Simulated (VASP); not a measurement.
Computed with TPSS meta-GGA, VASP's PBE PAW potentials (set 64) (plane waves; VASP).

Input for VASP

File KPOINTS:
```
Automatic mesh
0
gamma
  14 14 14
0 0 0
```

**POSCAR**
```
TiC
1
    0.0000000000     2.1445857648     2.1445857648
    2.1445857648     0.0000000000     2.1445857648
    2.1445857648     2.1445857648     0.0000000000
Ti C
1 1
Direct
  0.0000000000   0.0000000000   0.0000000000
  0.5000000000   0.5000000000   0.5000000000
```

**INCAR**
```
SYSTEM = TiC
PREC = Accurate; ENCUT = 520; LREAL = .FALSE.
LASPH = .TRUE.
EDIFF = 1E-7; NELM = 100; ALGO = Normal
LMAXMIX = 4; LMIXTAU = .TRUE.
ISMEAR = 1; SIGMA = 0.1
METAGGA = TPSS
ISIF = 2
LWAVE = .FALSE.; LCHARG = .FALSE.
```

POTCAR, in this order: Ti_sv C (PBE.64 set). Program: vasp_std.

Problem. What will the output report for the number of irreducible k-points (NKPTS), largest plane-wave count, number of space-group operations, FFT grid (NGX, NGY, NGZ)?

Solution. 
```
Property                                       Value
--------------------------------------  ------------
number of irreducible k-points (NKPTS)           104
largest plane-wave count                         544
number of space-group operations                  48
FFT grid (NGX, NGY, NGZ)                24 × 24 × 24
```

The compound is TiC in the rock salt structure. This cell is one point of a volume scan, at 0.97 of the reference volume.
